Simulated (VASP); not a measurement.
Runs of VASP 6.6.1 on BrRb. The cell holds a molecule in a box, 2 atoms: a = 9.000 Å, b = 9.000 Å, c = 12.000 Å, α = 90.00°, β = 90.00°, γ = 90.00°. 

| task | level | cell | grid for exact exchange (PRECFOCK) | exchange at q = 0 | gap on the mesh (eV) | largest force (eV/Å) |
| --- | --- | --- | --- | --- | --- | --- |
| single point | B3LYP+D3(BJ) | as given | Fast | truncated | 3.96 | 0.18 |
| electron localisation function | PBE | as given | - | - | 2.75 | 0.07 |
| single point | revPBE | as given | - | - | 2.63 | (a) |
| atomic charges | PBE+TS | as given | - | - | 2.75 | (b) |
| single point | PBE | as given | - | - | 2.75 | 0.07 |
| single point | RPBE+D3(BJ) | as given | - | - | 2.59 | 0.12 |
| relaxation of the atoms | r2SCAN+D3(BJ) | atoms relaxed | - | - | 3.60 | 0.01 |
| single point | PBE+D3(BJ) | as given | - | - | 2.75 | 0.07 |

Alike in all rows: potentials or basis VASP PAW PBE potentials, release 64 (Br, Rb_sv); no spin polarisation; k mesh 1 × 1 × 1; cutoff (eV) 520; smearing gaussian 0.01 eV.

Q: Estimate the missing entries.

A: (a) 0.17; (b) 0.11.

Caveats: the PAW data sets were made with another functional, which shifts forces and pressure a little (some runs).

A k mesh can miss the band edges, and the runs leave out spin-orbit coupling on Br, Rb.

Not every run made on this cell is shown here.
